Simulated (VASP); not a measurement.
**WAl (relaxed from the wurtzite structure, space group P6_3/mmc): computed properties**

These are PBEsol GGA, VASP's PBE PAW potentials (set 64) (plane waves; VASP) values and carry that method's errors.

```
Item                                                                                     Result
----------------------------------  -----------------------------------------------------------
space group                                                                      P6_3/mmc (194)
cell                                a = b = 4.3926 Å, c = 4.9427 Å, α = β = 90.00°, γ = 120.00°
volume per atom                                                                  20.65 Å^3/atom
band gap (over mesh and band path)                     none (metal, semimetal or under 0.01 eV)
density                                                                              8.48 g/cm³
```

Space group P6₃/mmc (No. 194); a = 4.3926 Å, b = 4.3926 Å, c = 4.9427 Å, α = 90.00°, β = 90.00°, γ = 120.00°

```csv
atom,site,symmetry,x,y,z
W,2d,-6m2,0.6667,0.3333,0.2500
Al,2c,-6m2,0.3333,0.6667,0.2500
```

Unless said otherwise, spin-orbit coupling is left out, though it shifts the bands of the heavy elements here.

The structure was generated: WAl was put into the wurtzite type (P6_3mc), which need not be its known phase. It was relaxed first, which changed the volume by -41 %. The relaxed cell has space group P6_3/mmc. Symmetry was kept, so distortions that lower it aren't found.
